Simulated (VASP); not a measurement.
```xyz
4
Lattice="3.2300 0.0000 0.0000 -1.6150 2.7973 0.0000 0.0000 0.0000 5.7145" Properties=species:S:1:pos:R:3 pbc="T T T"
Hf     0.0000     0.0000     0.0000
Hf     0.0000     0.0000     2.8572
C      0.0000     1.8648     1.4286
C      1.6150     0.9324     4.2859
```

The numbers are results of PBEsol GGA, VASP's PBE PAW potentials (set 64) (plane waves; VASP), not measurements. Settings: 520 eV cut-off, Gaussian smearing of 0.050 eV, potentials Hf_pv C.

Give the energies of bands 9 to 17 at the high-symmetry points, in eV from the Fermi level.

```json
[
 {"band": "9", "Γ": "-5.98", "M": "-5.77", "K": "-4.39", "A": "-3.20", "L": "-4.50", "H": "-3.85"},
 {"band": "10", "Γ": "-2.37", "M": "-3.83", "K": "-3.91", "A": "-3.20", "L": "-4.50", "H": "-3.85"},
 {"band": "11", "Γ": "-2.37", "M": "-2.64", "K": "-3.91", "A": "-1.23", "L": "-1.94", "H": "-2.48"},
 {"band": "12", "Γ": "-1.31", "M": "-1.89", "K": "-2.36", "A": "-1.23", "L": "-1.94", "H": "-2.48"},
 {"band": "13", "Γ": "0.77", "M": "-1.21", "K": "-2.36", "A": "-1.23", "L": "-1.43", "H": "-2.36"},
 {"band": "14", "Γ": "1.39", "M": "-1.00", "K": "-0.13", "A": "-1.23", "L": "-1.43", "H": "-2.36"},
 {"band": "15", "Γ": "1.39", "M": "0.34", "K": "2.87", "A": "2.87", "L": "1.06", "H": "2.15"},
 {"band": "16", "Γ": "2.04", "M": "1.99", "K": "3.60", "A": "2.87", "L": "1.06", "H": "2.15"},
 {"band": "17", "Γ": "2.04", "M": "5.65", "K": "3.64", "A": "3.15", "L": "5.99", "H": "4.43"}
]
```

It has no gap at this level: it comes out as a metal or semimetal.

The structure was generated: HfC was put into the NiAs type type (P6_3/mmc), which need not be its known phase. It was relaxed first, which changed the volume by -33 %.
